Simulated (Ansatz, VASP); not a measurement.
# PtAu2 (Au-Pt-Au stack, (111) layers): VASP beside Ansatz, part 2 of 2

Aim: how closely do two programs agree when they are given the same cell, functional and k mesh? Of the first pair: The structure shown is the start of the Ansatz relaxation below; VASP solves that cell, so the two are compared at the walk's first step.

VASP 6.6.1 and Ansatz 0.2.0.

So far. Step 3 (VASP: single point, PBE, start cell, pair 1): The run ends at a pressure of 3.19 GPa, with forces up to 1.3 eV/Å. Step 6 (VASP: single point, PBE, relaxed cell, pair 2): The run ends at a pressure of -0.06 GPa, with forces up to 0.0055 eV/Å.

## 7. Differences

What differs besides the data sets and the points named for the pairs above, as far as they apply: the data sets hold 56 valence electrons in Ansatz (on its PAW soft_1 files) and 32 in VASP. Total energies have different zeros and are not compared.

The largest component of a force difference here is 6 meV/Å. Where the cell holds vacuum, a pressure given here is an average over it and none of the material.

## 8. Ansatz: relaxation, PBE

This run makes the geometry at which the two programs are then compared.

The structure compared here is the end of the Ansatz relaxation.

input.yaml reads:

```yaml
crystal:
  lattice:
    - [2.7910202899, 0.0, 0.0]
    - [-1.395510145, 2.4170944736, 0.0]
    - [0.0, 0.0, 32.8528545601]
  atoms:
    - { symbol: Au, position: [0.0, 0.0, 0.1613854826] }
    - { symbol: Pt, position: [0.3333333333, 0.6666666667, 0.2363026015] }
    - { symbol: Au, position: [0.6666666667, 0.3333333333, 0.3112197204] }
  periodic: [true, true, false]
kpoints:
  mp_grid: { grid: [12, 12, 1] }
hamiltonian:
  xc: pbe
  pseudopotentials: { kind: paw, azcp: { folder: soft_1 } }
scf:
  occupations: { method: gaussian, width: 0.1 }
output:
  forces: true
  stress: true
  eigenvalues: true
  write_density: true
  write_potential: true
  elf: true
  volumetric_format: npy
relax:
  adjacent_minimum: "off"
  f_tol: 0.005
  max_steps: 80
  cell: { stress_2d_tol: 0.02 }
```

On the command line:

```
ansatz run input.yaml --threads 4 --pin off --max-ram 12288MiB --backend cpu --events-out ev --progress --plain --runs-dir out
```

Numbers of over 12 decimals in the logs are rounded to 6 here.

What it wrote:

```text
[...]
Crystal: 3 atoms, lattice volume = 221.631 Å³
Basis set: ecut = 420 eV, 4369 PW (Γ), exchange–correlation on 40×40×450 points (8 copies of the dense FFT grid, shifted against one another)
Bands: 34, of which v1, the nominal top of the filled ones, is band 28 counted from 1 (27 counted from 0)
Symmetry: 12 space group operations
[...]
k-points: 19 of 144
[...]
° read free of the cell's end (the report's vacuum.weakly_bound_levels)
--- Relaxed structure (2 steps of the walk, 2 accepted, 1 SCFs on fresh bases) ---
[...]
cell:  # Å, volume = 221.4849 Å³
    - [2.790103, 2.8858028452860638e-11, 0]
    - [-1.395051, 2.416300, 0]
    - [0, 0, 32.8528545601]
  atoms:
    - { symbol: Au, position: [0, 0, 0.161296] }
    - { symbol: Pt, position: [0.333333, 0.666667, 0.2363026015] }
    - { symbol: Au, position: [0.666667, 0.333333, 0.311310] }
[key lines of the parts left out:]
SCF converged after 6 iterations
Free energy (F): -38826.436173 eV
Fermi energy:    -5.424420 eV
P = ½ c Tr σ = -0.0180 N/m
```

## 9. VASP: single point, PBE, relaxed cell, pair 3

The same cell, functional, mesh and smearing now go to VASP, with its own data sets.

INCAR reads:

```
SYSTEM = PtAu2
PREC = Accurate
ENCUT = 400
EDIFF = 1E-06
NELM = 120
ISMEAR = 0
SIGMA = 0.1
LREAL = .FALSE.
ALGO = Normal
GGA = PE
NBANDS = 22
LASPH = .TRUE.
LORBIT = 11
LWAVE = .FALSE.
LCHARG = .FALSE.
ISIF = 2
LDIPOL = .TRUE.
IDIPOL = 3
DIPOL = 0.5 0.5 0.236
LVHAR = .TRUE.
GGA_COMPAT = .FALSE.
NELMDL = -8
KPAR = 2
```

POSCAR reads:

```
PtAu2
1.0
    2.7901027846      0.0000000000      0.0000000000
   -1.3950513923      2.4162998907      0.0000000000
    0.0000000000      0.0000000000     32.8528545601
Au Pt
2 1
Direct
    0.0000000000      0.0000000000      0.1612955221
    0.6666666667      0.3333333333      0.3113096809
    0.3333333333      0.6666666667      0.2363026015
```

KPOINTS reads:

```
Automatic mesh
0
Gamma
12 12 1
0 0 0
```

Potentials, in the order of the species: Au and Pt (PBE family, release 64).

On the command line:

```
mpirun -np 2 vasp_std
```

What it wrote:

```text
[... set-up lines as in an earlier step ...]
 entering main loop
       N       E                     dE             d eps       ncg     rms          rms(c)
DAV:   1     0.201160753773E+03    0.20116E+03   -0.10831E+04   852   0.931E+02
DAV:   2    -0.253351150700E+01   -0.20369E+03   -0.19397E+03  1230   0.206E+02
DAV:   3    -0.126021846982E+02   -0.10069E+02   -0.96331E+01   974   0.495E+01
DAV:   4    -0.127642188682E+02   -0.16203E+00   -0.16176E+00  1054   0.669E+00
[...]
DAV:  20    -0.118552253101E+02   -0.35712E-05   -0.41865E-07   654   0.257E-03    0.107E-03
DAV:  21    -0.118552272499E+02   -0.19398E-05   -0.19064E-07   638   0.141E-03    0.118E-03
DAV:  22    -0.118552279738E+02   -0.72386E-06   -0.15539E-07   620   0.122E-03
   1 F= -.11855228E+02 E0= -.11850879E+02  d E =-.869804E-02
```

Parts of OUTCAR (step 9):

```text
  Total       -0.0922799     -0.0922799     -0.1070655      0.0000000      0.0000000     -0.0000000
  in kB       -0.6675345     -0.6675345     -0.7744906      0.0000000      0.0000000     -0.0000000
  external PRESSURE =      -0.7031866 kB  Pullay stress =       0.0000000 kB

 POSITION                                       TOTAL-FORCE (eV/Angst)
 -----------------------------------------------------------------------------------
      0.00000      0.00000      5.29902         0.000000      0.000000      0.014283
      1.39505      0.80543     10.22741        -0.000000      0.000000     -0.014283
     -0.00000      1.61087      7.76321         0.000000      0.000000     -0.000000
 -----------------------------------------------------------------------------------
    total drift:                               -0.000000     -0.000000     -0.000411

  FREE ENERGIE OF THE ION-ELECTRON SYSTEM (eV)
  ---------------------------------------------------
  free  energy   TOTEN  =       -11.8552279738 eV

  energy  without entropy=      -11.8465299296  energy(sigma->0) =      -11.85087895

[... 3 further parts left out ...]
[key lines of the parts left out:]
E-fermi :  -2.1029
```

The run ends at a pressure of -0.07 GPa, with forces up to 0.014 eV/Å.

## 10. Differences

What differs besides the data sets and the points named for the pairs above, as far as they apply: the data sets hold 56 valence electrons in Ansatz (on its PAW soft_1 files) and 32 in VASP. Total energies have different zeros and are not compared.

The largest component of a force difference here is 10 meV/Å. Where the cell holds vacuum, a pressure given here is an average over it and none of the material.

## 11. Results

```yaml
r_m_s_force_difference_single_point_pbe_start_cell_pair_1: 1.1 % of the r.m.s. force
r_m_s_force_difference_single_point_pbe_relaxed_cell_pair_2: 2.9 meV/Å
r_m_s_force_difference_single_point_pbe_relaxed_cell_pair_3: 4.6 meV/Å
```

In words: The r.m.s. force difference is 4.6 meV/Å (single point, PBE, relaxed cell, pair 3), within the 12 meV/Å picked in this series as the mark of a large difference. The data sets hold unlike numbers of valence electrons (56 in Ansatz and 32 in VASP), so part of the differences may come from the potentials. 1 further pair of this series is not shown here. Such differences can come from data sets, numerical settings and the points named under the comparisons, not from the functional's error against experiment.

[Lines on the potential files, build, host, timing and source positions are cut from VASP's logs without a mark.]

[Logs are printed without paths, hosts, clocks, repeated set-up lines and the standing remarks that a program may print on its own settings, such as how far it seeks lower states.]

[Hosts, paths, dates, database ids (printed as entryN), source tags and the programs' standing remarks are cut or masked in the printed files.]
